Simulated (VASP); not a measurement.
Output of a VASP run:

OUTCAR:
```
 ion  position               nearest neighbor table
   1  0.250  0.249  0.355-   7 2.77   8 2.77   5 2.77   6 2.77   3 2.78   2 2.79   2 2.79   3 2.80
  LATTYP: Found a simple tetragonal cell.
 ALAT       =     5.5764177466
 C/A-ratio  =     3.6055173231
 Subroutine PRICEL returns:
 Original cell was already a primitive cell.
 Subroutine GETGRP returns: Found  4 space group operations
The static configuration has the point symmetry C_1h.
 The point group associated with its full space group is C_2v.
The dynamic configuration has the point symmetry C_1h.
 Subroutine INISYM returns: Found  4 space group operations
 Subroutine IBZKPT returns following result:
 Found      9 irreducible k-points:

 Following reciprocal coordinates:
            Coordinates               Weight
  0.000000  0.000000  0.000000      1.000000
  0.200000  0.000000  0.000000      2.000000
  0.000000  0.200000  0.000000      2.000000
  0.400000  0.000000  0.000000      2.000000
  0.000000  0.400000  0.000000      2.000000
  0.200000  0.200000  0.000000      4.000000
  0.400000  0.200000  0.000000      4.000000
 -0.200000  0.400000  0.000000      4.000000
  0.400000  0.400000  0.000000      4.000000
   k-points           NKPTS =      9   k-points in BZ     NKDIM =      9   number of bands    NBANDS=     98
   number of dos      NEDOS =    301   number of ions     NIONS =     17
   total plane-waves  NPLWV =  76832
   dimension x,y,z NGX =    28 NGY =   28 NGZ =   98
   dimension x,y,z NGXF=    56 NGYF=   56 NGZF=  196
   ions per type =              16   1
   PREC   = normal    normal or accurate (medium, high low for compatibility)
   ISTART =      1    job   : 0-new  1-cont  2-samecut
   ICHARG =      0    charge: 1-file 2-atom 10-const
   ISPIN  =      1    spin polarized calculation?
   LNONCOLLINEAR =      F non collinear calculations
   LSORBIT =      F    spin-orbit coupling
   INIWAV =      1    electr: 0-lowe 1-rand  2-diag
   ENCUT  =  400.0 eV  29.40 Ry    5.42 a.u.   9.09  9.09 32.79*2*pi/ulx,y,z
   NELM   =    100;   NELMIN=  4; NELMDL=  0     # of ELM steps
   EDIFF  = 0.1E-05   stopping-criterion for ELM
   LREAL  =      F    real-space projection
   NLSPLINE    = F    spline interpolate recip. space projectors
   LMAXMIX     =    4 max onsite mixed and CHGCAR
   VOSKOWN=      0    Vosko Wilk Nusair interpolation
   EDIFFG = 0.1E-04   stopping-criterion for IOM
   NSW    =      0    number of steps for IOM
   NBLOCK =      1;   KBLOCK =      1    inner block; outer block
   IBRION =     -1    ionic relax: 0-MD 1-quasi-New 2-CG
   NFREE  =      0    steps in history (QN), initial steepest desc. (CG)
   ISIF   =      2    stress and relaxation
   ISYM   =      2    0-nonsym 1-usesym 2-fastsym
   TEIN   =    0.0    initial temperature
   TEBEG  =    0.0;   TEEND  =   0.0 temperature during run
   SMASS  =  -3.00    Nose mass-parameter (am)
   PSTRESS=    0.0 pullay stress
   NELECT =     164.0000    total number of electrons
   EFERMI =   0.00;   METHOD = LEGACY
   ISMEAR =     1;   SIGMA  =   0.10  broadening in eV -4-tet -1-fermi 0-gaus
   IALGO  =     38    algorithm
   LDIAG  =      T    sub-space diagonalisation (order eigenvalues)
   IMIX   =      4    mixing-type and parameters
     AMIX     =   0.40;   BMIX     =  1.00
     AMIX_MAG =   1.60;   BMIX_MAG =  1.00
     AMIN     =   0.10
   GGA     = PE    functional components
   VOSKOWN =     0    Vosko Wilk Nusair interpolation
   LHFCALC =     F    Hartree Fock is set to
   LHFONE  =     F    Hartree Fock one center treatment
   AEXX    =    0.0000 exact exchange contribution
   IVDW    =     0    specifies the selected vdW correction
   LEPSILON=     F    determine dielectric tensor
   LRPA    =     F    only Hartree local field effects (RPA)
  energy-cutoff  :      400.00
  volume of cell :      625.22
      direct lattice vectors                 reciprocal lattice vectors
     5.576417747  0.000000000  0.000000000     0.179326594  0.000000000  0.000000000
     0.000000000  5.576417747  0.000000000     0.000000000  0.179326594  0.000000000
     0.000000000  0.000000000 20.105870786     0.000000000  0.000000000  0.049736717
...
```

### OSZICAR
```
       N       E                     dE             d eps       ncg     rms          rms(c)
DAV:   1    -0.850161918468E+02   -0.85016E+02   -0.24287E-03  2112   0.367E-01    0.359E-01
DAV:   2    -0.850816832193E+02   -0.65491E-01   -0.16477E-01  2312   0.250E+00    0.258E+00
DAV:   3    -0.850252963221E+02    0.56387E-01   -0.17116E-01  2336   0.253E+00    0.103E+00
DAV:   4    -0.850145327824E+02    0.10764E-01   -0.17474E-02  2116   0.927E-01    0.658E-02
DAV:   5    -0.850146808461E+02   -0.14806E-03   -0.12079E-03  1860   0.139E-01    0.436E-02
DAV:   6    -0.850146792671E+02    0.15791E-05   -0.11058E-04  2002   0.599E-02    0.270E-02
DAV:   7    -0.850146741619E+02    0.51052E-05   -0.20977E-05  1906   0.295E-02    0.902E-03
DAV:   8    -0.850146746751E+02   -0.51321E-06   -0.26414E-06  1166   0.119E-02
   1 F= -.85014675E+02 E0= -.85008273E+02  d E =-.192048E-01
```

**OUTCAR**
```
------------------------ aborting loop because EDIFF is reached ----------------------------------------
  FORCE on cell =-STRESS in cart. coord.  units (eV):
  Direction    XX          YY          ZZ          XY          YZ          ZX
  --------------------------------------------------------------------------------------
  Total       -6.4500355     -7.9343816     -1.0867909      0.0000000      0.0000000      0.0000000
  in kB      -16.5287190    -20.3324717     -2.7849863      0.0000000      0.0000000      0.0000000
  external PRESSURE =     -13.2153923 kB  Pullay stress =       0.0000000 kB
  volume of cell :      625.22
      direct lattice vectors                 reciprocal lattice vectors
     5.576417747  0.000000000  0.000000000     0.179326594  0.000000000  0.000000000
     0.000000000  5.576417747  0.000000000     0.000000000  0.179326594  0.000000000
     0.000000000  0.000000000 20.105870786     0.000000000  0.000000000  0.049736717
 POSITION                                       TOTAL-FORCE (eV/Angst)
 -----------------------------------------------------------------------------------
      1.39410      1.38863      7.13420        -0.000000     -0.001660      0.007169
      4.18231      1.39114      7.14237        -0.000000     -0.006010      0.005779
      1.39410      4.18779      7.13420        -0.000000      0.001660      0.007169
      4.18231      4.18528      7.14237        -0.000000      0.006010      0.005779
      0.00005      0.00000      9.08801         0.007531      0.000000      0.006095
      2.78815      0.00000      9.08801        -0.007531      0.000000      0.006095
      5.57458      2.78821      9.07234         0.012818      0.000000     -0.004518
      2.79004      2.78821      9.07234        -0.012818      0.000000     -0.004518
      1.39410      1.39460     11.04044        -0.000000      0.012144     -0.010104
      4.18231      1.38148     11.06425        -0.000000     -0.003293      0.001141
      1.39410      4.18181     11.04044        -0.000000     -0.012144     -0.010104
      4.18231      4.19494     11.06425        -0.000000      0.003293      0.001141
      5.53400      0.00000     13.10394         0.001450      0.000000     -0.016895
      2.83063      0.00000     13.10394        -0.001450      0.000000     -0.016895
      0.01297      2.78821     12.99754        -0.008865      0.000000      0.007642
      2.77524      2.78821     12.99754         0.008865      0.000000      0.007642
      1.39410      0.00000     14.20559        -0.000000      0.000000      0.007384
 -----------------------------------------------------------------------------------
    total drift:                                0.000000      0.000000     -0.016690
  FREE ENERGIE OF THE ION-ELECTRON SYSTEM (eV)
  ---------------------------------------------------
  free  energy   TOTEN  =       -85.0146746751 eV

  energy  without entropy=      -84.9954698281  energy(sigma->0) =      -85.00827306

 total charge

# of ion       s       p       d       tot
------------------------------------------
    1        0.429   0.285   8.519   9.233
    2        0.433   0.289   8.513   9.234
    3        0.429   0.285   8.519   9.233
    4        0.433   0.289   8.513   9.234
    5        0.469   0.447   8.442   9.359
    6        0.469   0.447   8.442   9.359
    7        0.464   0.438   8.461   9.363
    8        0.464   0.438   8.461   9.363
    9        0.460   0.427   8.464   9.351
   10        0.470   0.437   8.463   9.370
   11        0.460   0.427   8.464   9.351
   12        0.470   0.437   8.463   9.370
   13        0.538   0.534   8.544   9.615
   14        0.538   0.534   8.544   9.615
   15        0.420   0.284   8.545   9.249
   16        0.420   0.284   8.545   9.249
   17        0.998   1.243   0.000   2.240
--------------------------------------------------
tot          8.362   7.525 135.900 151.787
```
(Selected blocks of OUTCAR.)

File POSCAR:
```
Pd16C
1
    5.5764177466     0.0000000000     0.0000000000
    0.0000000000     5.5764177466     0.0000000000
    0.0000000000     0.0000000000    20.1058707861
Pd C
16 1
Direct
  0.2500000000   0.2490183393   0.3548316128
  0.7500000000   0.2494684832   0.3552381308
  0.2500000000   0.7509816607   0.3548316128
  0.7500000000   0.7505315168   0.3552381308
  0.0000097930   1.0000000000   0.4520077208
  0.4999902070   1.0000000000   0.4520077208
  0.9996709152   0.5000000000   0.4512284348
  0.5003290848   0.5000000000   0.4512284348
  0.2500000000   0.2500894890   0.5491153382
  0.7500000000   0.2477358685   0.5502996052
  0.2500000000   0.7499105110   0.5491153382
  0.7500000000   0.7522641315   0.5502996052
  0.9923934176   1.0000000000   0.6517467111
  0.5076065824   1.0000000000   0.6517467111
  0.0023260685   0.5000000000   0.6464548133
  0.4976739315   0.5000000000   0.6464548133
  0.2500000000   1.0000000000   0.7065392658
```

Question: Reconstruct the remaining input files.

Answer: This is not unique; one that fits is the input of the run itself, PBE GGA, plane waves, VASP's PBE PAW potentials (set 64).

**INCAR**
```
ALGO = Normal
DIPOL = 0.5 0.5 0.5
EDIFF = 1E-6
ENCUT = 400
GGA = PE
IDIPOL = 3
ISMEAR = 1
LASPH = .TRUE.
LCHARG = .FALSE.
LDIPOL = .TRUE.
LMAXMIX = 4
LORBIT = 11
LREAL = .FALSE.
LVHAR = .TRUE.
LWAVE = .FALSE.
NELM = 100
NELMIN = 4
PREC = Normal
SIGMA = 0.1
SYSTEM = Pd16C
```

### KPOINTS
```
K-points
0
gamma
  5 5 1
0 0 0
```

POTCAR, in this order: Pd C (PBE.64 set). Program: vasp_std. Read from the step before: WAVECAR.

At this cut-off the stress carries a Pulay error, which pulls relaxed volumes low.

The cell is a thin slab with vacuum, built from Pd (fcc): (100) face, C adsorbed.
